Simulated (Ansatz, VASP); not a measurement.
**Cross-check of GaAsHCl (H-GaAs-Cl chair monolayer) between VASP and Ansatz**

One calculation is typed for both programs; each brings its own data sets. How far apart do they land? The cell is taken from a series of runs on this material, whose earlier steps may have relaxed, scaled, displaced or heated it; both programs get it as it stands.

Calculated with Ansatz 0.2.0; plane waves, with VASP 6.6.1 beside it; single point at PBE with D3(BJ).

## 1. The starting structure

The cell holds 4 atoms: 1 Cl, 1 As, 1 Ga and 1 H. Its edges and angles: a = 4.056 Å, b = 4.056 Å, c = 22.536 Å, α = 90.0°, β = 90.0°, γ = 120.0°. Vacuum lies along c.

## 2. Ansatz: single point, PBE with D3(BJ)

Ansatz runs on its default PAW (the set named soft_2) files.

With cell and atoms fixed, the geometry can't cause a difference; cores, projectors, grids and the points listed under the comparison can.

File input.yaml:

```yaml
crystal:
  lattice:
    - [4.055822611, 0.0, 0.0]
    - [-2.0279113055, 3.5124454143, 0.0]
    - [0.0, 0.0, 22.5362415937]
  atoms:
    - { symbol: Cl, position: [0.6666666667, 0.3333333333, 0.3993567411] }
    - { symbol: As, position: [0.6666666667, 0.3333333333, 0.4961842257] }
    - { symbol: Ga, position: [0.3333333333, 0.6666666667, 0.5310427269] }
    - { symbol: H, position: [0.3333333333, 0.6666666667, 0.6006432589] }
kpoints:
  mp_grid: { grid: [12, 12, 1] }
  band_path:
    path: [[0, 0, 0], [0.5, 0, 0], [0.33333333, 0.33333333, 0], [0, 0, 0]]
    npoints: 16
hamiltonian:
  xc: pbe
  dispersion: d3bj
scf:
  occupations: { method: fermi_dirac, width: 0.02585 }
  convergence: { dr2_threshold: 1.0e-10 }
efield:
  axis: 3
  dipole_correction: true
  ramp_position: 0.97
  ramp_width: 0.06
  amplitude: 0
output:
  dos: { projected: true, e_range: [-6, 5] }
  write_potential: true
  write_density: true
  volumetric_format: npy
  elf: true
```

Started as:

```sh
> ansatz run input.yaml --threads 2 --pin off --max-ram 3072MiB --backend cpu --events-out ev --progress --plain --runs-dir out
```

Numbers of over 12 decimals in the logs are rounded to 6 here.

What it wrote:

```text
Engine: ansatz 0.2.0, x86_64-unknown-linux-gnu
Pseudopotentials: kind: paw
Pseudopotential: Cl, paw, valence charge 7, recommended cutoff 420 eV (normal), Cl.paw.azcp
Pseudopotential: As, paw, valence charge 15, recommended cutoff 420 eV (normal), As.paw.azcp
Pseudopotential: Ga, paw, valence charge 13, recommended cutoff 420 eV (normal), Ga.paw.azcp
Pseudopotential: H, paw, valence charge 1, recommended cutoff 420 eV (normal), H.paw.azcp
Functional definition: PBE
  parameter kappa = 0.804
  parameter beta = 0.066725
  exchange = pbe_x(kappa = kappa, mu = beta*pi^2/3)
  correlation = pbe_c(beta = beta)
Crystal: 4 atoms, lattice volume = 321.048 Å³
Basis set: ecut = 420 eV, 6267 PW (Γ)
Bands: 22, of which v1, the nominal top of the filled ones, is band 18 counted from 1 (17 counted from 0)
Symmetry: 6 space group operations
Space group: P3m1 (ITA 156), of the structure as read, at distance tolerance 6.8e-5 Å
k-points: 19 of 144 (time reversal used)
Non-local potential: Cl, projectors of the file, l = 0: 2, l = 1: 2, l = 2: 2
Non-local potential: As, projectors of the file, l = 0: 2, l = 1: 2, l = 2: 3, l = 3: 1
Non-local potential: Ga, projectors of the file, l = 0: 2, l = 1: 2, l = 2: 3, l = 3: 1
Non-local potential: H, projectors of the file, l = 0: 2, l = 1: 1
PAW form: soft (Blöchl's): semilocal exchange-correlation on the pseudo side does not see the compensation charge
PAW one-centre angular grid: Cl, 110 points (default); XC on 64 Gauss nodes
PAW one-centre angular grid: As, 590 points (default); XC on 64 Gauss nodes
PAW one-centre angular grid: Ga, 590 points (default); XC on 64 Gauss nodes
PAW one-centre angular grid: H, 110 points (default); XC on 64 Gauss nodes
Initial density: superposition of atomic densities (neutral atoms: chi_scale 0, normalization atom), corrected by the library's trained network
Initial wavefunctions: pseudopotential atomic-orbital guess
Functional: x = pbe(κ = 0.804, μ = 0.219515), c = pbe(β = 0.066725)
SCF iter   1: F=—  HF=-9735.834426 eV  |F-HF|=—  |Δ(HF+E_count)|=         —  Δρ=1.38e-3  dr2=5.68e-3  ethr=1.77e-3  p=0.034 e·Å  D=1.92e-2 V/Å  ΔV_dip=-0.43 eV  dr2_dipole=4.01e-4  V_vac-E_F(+/−)=4.80/5.23 eV  ⟨swp⟩=7.4  Hψ=2325  notcnv=0
efield: sawtooth ramp at fractional position 0.9700 (set: `efield.ramp_position`, or a place that a band, a saddle search or an elastic batch's reference lends), width 0.0600; the density the first Hamiltonian is built on has a dipole p = 0.034 e·Å; the dipole correction subtracts the counter field D = 1.92e-2 V/Å, which shifts the + side's vacuum level by -0.43 eV against the − side's; the planar-averaged density in the ramp window peaks in size at 9.9e-6 e/Å³
preconditioner: auto → Resta (q_TF=auto, 1.895 Å⁻¹)  ε∞=1.6  [insulator: Δε(μ)=1.359 eV  Ē_g=13.125 eV  σ=0.026 eV  W_gap=1.00  n_scr=42 (ndim 8)  ℏωp=10.6 eV  f_vac=0.704  D(μ)=0.00/eV (n_scr^D=0)  ε∞_Penn≈1.6  vacuum switching on, ρ_ref=1.2e-2 e/Å³]
SCF iter   2: F=—  HF=-9735.834721 eV  |F-HF|=—  |Δ(HF+E_count)|=   2.95e-4  Δρ=6.19e-4  dr2=1.49e-3  ethr=1.58e-5  p=0.049 e·Å  D=2.74e-2 V/Å  ΔV_dip=-0.62 eV  dr2_dipole=1.04e-4  V_vac-E_F(+/−)=4.75/5.37 eV  ⟨swp⟩=2.4  Hψ=763  notcnv=0
SCF iter   3: F=—  HF=-9735.835252 eV  |F-HF|=—  |Δ(HF+E_count)|=   5.31e-4  Δρ=2.85e-4  dr2=8.22e-4  ethr=4.15e-6  p=0.043 e·Å  D=2.42e-2 V/Å  ΔV_dip=-0.55 eV  dr2_dipole=2.02e-4  V_vac-E_F(+/−)=4.79/5.34 eV  ⟨swp⟩=2.6  Hψ=604  notcnv=0
SCF iter   4: F=—  HF=-9735.835356 eV  |F-HF|=—  |Δ(HF+E_count)|=   1.04e-4  Δρ=1.31e-4  dr2=6.30e-5  ethr=2.28e-6  p=0.049 e·Å  D=2.75e-2 V/Å  ΔV_dip=-0.62 eV  dr2_dipole=4.58e-6  V_vac-E_F(+/−)=4.77/5.39 eV  ⟨swp⟩=2.4  Hψ=541  notcnv=0
SCF iter   5: F=—  HF=-9735.835478 eV  |F-HF|=—  |Δ(HF+E_count)|=   1.22e-4  Δρ=3.49e-5  dr2=4.68e-6  ethr=1.75e-7  p=0.048 e·Å  D=2.73e-2 V/Å  ΔV_dip=-0.62 eV  dr2_dipole=9.88e-10  V_vac-E_F(+/−)=4.78/5.40 eV  ⟨swp⟩=2.5  Hψ=620  notcnv=0
SCF iter   6: F=—  HF=-9735.835487 eV  |F-HF|=—  |Δ(HF+E_count)|=   8.25e-6  Δρ=9.67e-6  dr2=2.90e-7  ethr=1.30e-8  p=0.049 e·Å  D=2.73e-2 V/Å  ΔV_dip=-0.62 eV  dr2_dipole=2.10e-9  V_vac-E_F(+/−)=4.78/5.40 eV  ⟨swp⟩=2.1  Hψ=601  notcnv=0
SCF iter   7: F=—  HF=-9735.835505 eV  |F-HF|=—  |Δ(HF+E_count)|=   1.89e-5  Δρ=2.92e-6  dr2=5.10e-8  ethr=8.05e-10  p=0.048 e·Å  D=2.73e-2 V/Å  ΔV_dip=-0.62 eV  dr2_dipole=5.53e-10  V_vac-E_F(+/−)=4.78/5.40 eV  ⟨swp⟩=2.0  Hψ=768  notcnv=0
SCF iter   8: F=—  HF=-9735.835506 eV  |F-HF|=—  |Δ(HF+E_count)|=   9.54e-8  Δρ=8.63e-7  dr2=3.24e-9  ethr=1.42e-10  p=0.048 e·Å  D=2.73e-2 V/Å  ΔV_dip=-0.62 eV  dr2_dipole=8.06e-11  V_vac-E_F(+/−)=4.78/5.40 eV  ⟨swp⟩=2.0  Hψ=760  notcnv=0
SCF iter   9: F=—  HF=-9735.835506 eV  |F-HF|=—  |Δ(HF+E_count)|=   1.12e-8  Δρ=3.08e-7  dr2=2.48e-10  ethr=9.01e-12  p=0.048 e·Å  D=2.73e-2 V/Å  ΔV_dip=-0.62 eV  dr2_dipole=2.92e-12  V_vac-E_F(+/−)=4.78/5.40 eV  ⟨swp⟩=2.0  Hψ=646  notcnv=0
SCF iter  10: F=-9735.835506 eV  HF=-9735.835506 eV  |F-HF|=7.28e-12  |Δ(HF+E_count)|=  4.80e-10  Δρ=1.19e-7  dr2=3.77e-11  ethr=1.00e-12  p=0.048 e·Å  D=2.73e-2 V/Å  ΔV_dip=-0.62 eV  dr2_dipole=2.40e-13  V_vac-E_F(+/−)=4.78/5.40 eV  ⟨swp⟩=4.3  Hψ=1244  notcnv=0
SCF 1 converged in 10 iterations: F = -9735.835506 eV  dr2 = 3.77e-11
  greatest PAW one-centre occupation: 0.999 electrons in one spin orbital (limit 2), on the As atom at site 1 (counted from 0), in its partial waves of l = 2
NSCF: frozen V_eff on 49 k-points
efield: sawtooth ramp at fractional position 0.9700 (kept from the solve that this one continues, or follows in the run), width 0.0600; the density the first Hamiltonian is built on has a dipole p = 0.048 e·Å; the dipole correction subtracts the counter field D = 2.73e-2 V/Å, which shifts the + side's vacuum level by -0.62 eV against the − side's; the planar-averaged density in the ramp window peaks in size at 3.7e-6 e/Å³
WARN: The output density's exchange-correlation potential varies sharply where the density is thin. Do not read a vacuum level from v_tot or v_xc, or from such a field of the output density. On a cell that repeats whose density bears no net charge and no dipole along the vacuum's axis use v_es (v_loc + v_h of the components); under efield.dipole_correction with no amplitude use v_es + v_field, which holds any externa [...]
SCF converged after 10 iterations
Free energy (F): -9735.835506 eV
Harris-Foulkes:  -9735.835506 eV  (|F-HF|=7.28e-12)
Internal energy: -9735.835506 eV  (E = F + TS)
E sigma→0 (E₀):  -9735.835506 eV
Fermi energy:    -2.444463 eV
Dipole field:    D = 0.027296 V/Å  (p = 0.048429 e·Å, saw-weighted, corrected)
Work function:   Φ+ = 4.7833 eV   Φ− = 5.3985 eV
Levels:          The Fermi level and band energies are counted from a zero that moves with the ramp; work functions are not
--- Per-component energies (eV) ---
  E_band       = -699.315089
  E_kinetic    = 391.368452
  E_local      = -25082.401678  (includes V_loc(G=0)·N_el)
  E_nonlocal   = -215.843174
  E_hartree    = 12326.184919
  E_xc         = -262.890450
  E_vxc        = -268.736766  (∫ρ·V_xc dr)
  E_paw        = -4483.557660  (= ΣΔE_a)
  E_vpaw       = -176.229703  (= ΣTr[D̂ρ^β])
  E_aug_tail   = -0.001170  (compensation charges beyond the density's cutoff)
  E_efield     = 0.000661  (sawtooth field / dipole correction)
  E_vefield    = 0.159746  (∫n·V_field dr)
  E_ewald      = 7591.814948
  E_disp       = -0.510353  (pairwise vdW)
  E_smearing   = -0.000000  (= −TS)
  E_closure    = -0.000000  (closes the sum)
  Σ components = -9735.835506   (vs F -9735.835506, Δ=0.00e0)
--- Band table (eV; the first three rows and the last of 19) ---
  k-point 0: bands = [... 14 lower, -5.5050, -5.5050, -3.1349, -3.1349, -1.7734, -0.4499, 1.5468, 1.5468]
  k-point 1: bands = [... 14 lower, -5.6609, -5.5360, -3.6601, -3.2375, -1.1767, -0.4282, 1.3708, 1.7745]
  k-point 2: bands = [... 14 lower, -5.9538, -5.6214, -4.2991, -3.4790, -0.6227, -0.3058, 1.4268, 2.3465]
  k-point 18: bands = [... 14 lower, -7.0171, -6.2355, -5.1235, -4.7005, -0.5986, 1.8305, 2.2813, 3.5245]
```

The column dr2 measures how far the density is from self-consistency, as an energy; F and HF (Harris–Foulkes) agree once it is small.

## 3. VASP: single point, PBE with D3(BJ)

The same cell, functional, mesh and smearing now go to VASP, with its own data sets.

Lines of VASP's logs that name or quote its potential files are left out, and so is its time.

File INCAR:

```
SYSTEM = GaAsHCl
PREC = Accurate
ENCUT = 400
EDIFF = 1E-06
NELM = 120
ISMEAR = -1
SIGMA = 0.02585
LREAL = .FALSE.
ALGO = Normal
GGA = PE
IVDW = 12
NBANDS = 19
LORBIT = 11
LWAVE = .FALSE.
LCHARG = .FALSE.
ISIF = 2
LDIPOL = .TRUE.
IDIPOL = 3
DIPOL = 0.5 0.5 0.508
LVHAR = .TRUE.
LASPH = .TRUE.
GGA_COMPAT = .FALSE.
EFERMI = MIDGAP
NELMDL = -8
```

File POSCAR:

```
GaAsHCl
1.0
    4.0558226110      0.0000000000      0.0000000000
   -2.0279113055      3.5124454143      0.0000000000
    0.0000000000      0.0000000000     22.5362415937
Cl As Ga H
1 1 1 1
Direct
    0.6666666667      0.3333333333      0.3993567411
    0.6666666667      0.3333333333      0.4961842257
    0.3333333334      0.6666666666      0.5310427269
    0.3333333334      0.6666666666      0.6006432589
```

File KPOINTS:

```
Automatic mesh
0
Gamma
12 12 1
0 0 0
```

Potentials, in the order of the species: Cl, As, Ga_d and H (PBE family, release 64).

Started as:

```sh
> mpirun -np 1 vasp_std
```

What it wrote:

```text
[banner, memory and clock lines left out]
running    1 mpi-ranks, on    1 nodes
 distrk:  each k-point on    1 cores,    1 groups
 distr:  one band on    1 cores,    1 groups

 POSCAR found type information on POSCAR ClAsGaH
 POSCAR found :  4 types and       4 ions
 LDA part: xc-table for (Slater+PW92), standard interpolation
 POSCAR, INCAR and KPOINTS ok, starting setup
 FFT: planning ... GRIDC
 FFT: planning ... GRID_SOFT
 FFT: planning ... GRID
 WAVECAR not read
 entering main loop
       N       E                     dE             d eps       ncg     rms          rms(c)
DAV:   1     0.149711328340E+03    0.14971E+03   -0.93514E+03   826   0.890E+02
DAV:   2     0.673474202753E+01   -0.14298E+03   -0.13985E+03   978   0.201E+02
DAV:   3    -0.134929050405E+02   -0.20228E+02   -0.20146E+02   901   0.788E+01
DAV:   4    -0.140777351141E+02   -0.58483E+00   -0.58431E+00  1006   0.162E+01
DAV:   5    -0.140900211808E+02   -0.12286E-01   -0.12285E-01   911   0.219E+00
DAV:   6    -0.140907906762E+02   -0.76950E-03   -0.76949E-03  1107   0.495E-01
DAV:   7    -0.140908022557E+02   -0.11579E-04   -0.11579E-04   978   0.601E-02
DAV:   8    -0.140908026075E+02   -0.35179E-06   -0.35181E-06   992   0.108E-02    0.682E+00
DAV:   9    -0.136913626172E+02    0.39944E+00   -0.45649E-01  1123   0.672E+00    0.438E+00
DAV:  10    -0.136011135515E+02    0.90249E-01   -0.69111E-01   897   0.523E+00    0.857E-01
DAV:  11    -0.135904988051E+02    0.10615E-01   -0.14612E-01   940   0.287E+00    0.242E-01
DAV:  12    -0.135917061024E+02   -0.12073E-02   -0.75014E-03   909   0.637E-01    0.113E-01
DAV:  13    -0.135918031552E+02   -0.97053E-04   -0.93753E-04   923   0.186E-01    0.519E-02
DAV:  14    -0.135917947563E+02    0.83989E-05   -0.43536E-04   904   0.122E-01    0.158E-02
DAV:  15    -0.135918024396E+02   -0.76833E-05   -0.64322E-05   993   0.455E-02    0.118E-02
DAV:  16    -0.135919311181E+02   -0.12868E-03   -0.42243E-05   863   0.268E-02    0.763E-03
DAV:  17    -0.135920890689E+02   -0.15795E-03   -0.18367E-05   860   0.173E-02    0.368E-03
DAV:  18    -0.135922228353E+02   -0.13377E-03   -0.10444E-05   953   0.132E-02    0.200E-03
DAV:  19    -0.135922569044E+02   -0.34069E-04   -0.55923E-07   809   0.424E-03    0.106E-03
DAV:  20    -0.135922894439E+02   -0.32539E-04   -0.63108E-07   748   0.348E-03    0.718E-04
DAV:  21    -0.135922947199E+02   -0.52761E-05   -0.48104E-08   841   0.129E-03    0.397E-04
DAV:  22    -0.135923010426E+02   -0.63227E-05   -0.19832E-07   645   0.168E-03    0.160E-04
DAV:  23    -0.135923015739E+02   -0.53128E-06   -0.14157E-08   843   0.684E-04
   1 F= -.14102612E+02 E0= -.14102612E+02  d E =-.108997E-12
```

Parts of OUTCAR (step 3):

```text
ion  position               nearest neighbor table
   1  0.667  0.333  0.399-   2 2.18
   2  0.667  0.333  0.496-   1 2.18   3 2.47   3 2.47   3 2.47
   3  0.333  0.667  0.531-   4 1.57   2 2.47   2 2.47   2 2.47
   4  0.333  0.667  0.601-   3 1.57

  LATTYP: Found a hexagonal cell.
 ALAT       =     4.0558226110
 C/A-ratio  =     5.5565155963

 Subroutine GETGRP returns: Found  6 space group operations
 (whereof  6 operations were pure point group operations)

The static configuration has the point symmetry C_3v.

 Found     19 irreducible k-points:

   k-points           NKPTS =     19   k-points in BZ     NKDIM =     19   number of bands    NBANDS=     19

   dimension x,y,z NGX =    28 NGY =   28 NGZ =  150
   dimension x,y,z NGXF=    56 NGYF=   56 NGZF=  300

   ENCUT  =  400.0 eV  29.40 Ry    5.42 a.u.   6.61  6.61 36.75*2*pi/ulx,y,z

   NELECT =      26.0000    total number of electrons

 k-points in reciprocal lattice and weights: Automatic mesh
   0.00000000  0.00000000  0.00000000       0.007
   0.08333333 -0.00000000  0.00000000       0.042
   0.16666667 -0.00000000  0.00000000       0.042
   0.25000000  0.00000000  0.00000000       0.042
   0.33333333  0.00000000  0.00000000       0.042
   0.41666667  0.00000000  0.00000000       0.042
   0.50000000  0.00000000  0.00000000       0.021
   0.08333333  0.08333333  0.00000000       0.042
   0.16666667  0.08333333  0.00000000       0.083
[...]
0.33333333  0.25000000  0.00000000       0.083
   0.33333333  0.33333333  0.00000000       0.014

 dipolmoment           0.000000      0.000000     -0.046274 electrons x Angstroem

 average (electrostatic) potential at core
       1 -99.1903       2 -58.5133       3 -73.5711       4 -39.3971

 E-fermi :  -3.1439

 k-point     1 :       0.0000    0.0000    0.0000
  band No.  band energies     occupation
    ...
      9      -6.7329      2.00000
     10      -6.2121      2.00000
     11      -6.2121      2.00000
     12      -3.8255      2.00000
     13      -3.8255      2.00000
     14      -2.4624      0.00000
     15      -1.1302      0.00000
     16       0.8527      0.00000
     17       0.8527      0.00000
     18       1.3054      0.00000
    ...

 k-point     2 :       0.0833   -0.0000    0.0000
  band No.  band energies     occupation
    ...
      9      -6.7674      2.00000
     10      -6.3664      2.00000
     11      -6.2429      2.00000
     12      -4.3533      2.00000
     13      -3.9285      2.00000
     14      -1.8649      0.00000
     15      -1.1085      0.00000
     16       0.6792      0.00000
     17       1.0807      0.00000
     18       1.4274      0.00000
    ...

 k-point     3 :       0.1667   -0.0000    0.0000
  band No.  band energies     occupation
    ...
      9      -7.0230      2.00000
     10      -6.6515      2.00000
     11      -6.3275      2.00000
     12      -4.9962      2.00000
     13      -4.1710      2.00000
     14      -1.3086      0.00000
     15      -0.9891      0.00000
     16       0.7386      0.00000
     17       1.6659      0.00000
     18       1.6667      0.00000
    ...

 Edisp (eV)   -0.51031

  Total      -0.08293    -0.08293    -0.11974     0.00000     0.00000     0.00000
  in kB      -0.41385    -0.41385    -0.59756     0.00000     0.00000     0.00000
  external pressure =       -0.48 kB  Pullay stress =        0.00 kB

  energy-cutoff  :      400.00
  volume of cell :      321.05
      direct lattice vectors                 reciprocal lattice vectors
     4.055822611  0.000000000  0.000000000     0.246559107  0.142350967  0.000000000
    -2.027911305  3.512445414  0.000000000     0.000000000  0.284701933  0.000000000
     0.000000000  0.000000000 22.536241594     0.000000000  0.000000000  0.044372971

 POSITION                                       TOTAL-FORCE (eV/Angst)
 -----------------------------------------------------------------------------------
      2.02791      1.17082      9.00000        -0.000000      0.000000     -0.012007
      2.02791      1.17082     11.18213         0.000000      0.000000     -0.001037
      0.00000      2.34163     11.96771         0.000000     -0.000000      0.031549
      0.00000      2.34163     13.53624        -0.000000      0.000000     -0.018505
 -----------------------------------------------------------------------------------
    total drift:                                0.000002     -0.000001      0.003246

  FREE ENERGIE OF THE ION-ELECTRON SYSTEM (eV)
  ---------------------------------------------------
  free  energy   TOTEN  =       -14.1026118558 eV

  energy  without entropy=      -14.1026118558  energy(sigma->0) =      -14.10261186

 vacuum level on the upper side and lower side of the slab         1.655         2.243

 total charge
# of ion       s       p       d       tot
------------------------------------------
    1        1.610   3.469   0.000   5.079
    2        1.217   1.493   0.060   2.769
    3        0.887   0.865   9.987  11.738
    4        0.527   0.009   0.000   0.537
--------------------------------------------------
tot          4.241   5.835  10.047  20.123

[... 3 further parts left out ...]
```

## 4. Comparison

Known differences besides the potentials themselves: the data sets hold 36 valence electrons in Ansatz (on its default PAW (the set named soft_2) files) and 26 in VASP; the cutoff is 420 eV in Ansatz and 400 eV in VASP. Total energies have different zeros and are not compared.

Compared:

| quantity | Ansatz | VASP | difference |
| --- | --- | --- | --- |
| gap on the k mesh (eV) | 1.362 | 1.363 | -0.002 |

A gap on the mesh is an upper bound, since the band edges may lie between its points. With vacuum in the cell, a pressure given here is an average over mostly empty space and none of the material.

## 5. Results

* difference in gap on the k mesh (single point, PBE with D3(BJ)): -0.0015 eV

**Reading.** The difference in gap on the k mesh is -0.0015 eV (single point, PBE with D3(BJ)), within the 0.08 eV picked in this series as the mark of a large difference. The data sets hold unlike numbers of valence electrons (36 in Ansatz and 26 in VASP), so part of the differences comes from the potentials. Such differences can come from data sets, numerical settings and the points named under the comparisons, not from the functional's error against experiment.

[Lines on the potential files, build, host, timing and source positions are cut from VASP's logs without a mark.]

[Logs are printed without paths, hosts, clocks, repeated set-up lines and the standing remarks that a program may print on its own settings, such as how far it seeks lower states.]

[Hosts, paths, dates, database ids (printed as entryN), source tags and the programs' standing remarks are cut or masked in the printed files.]
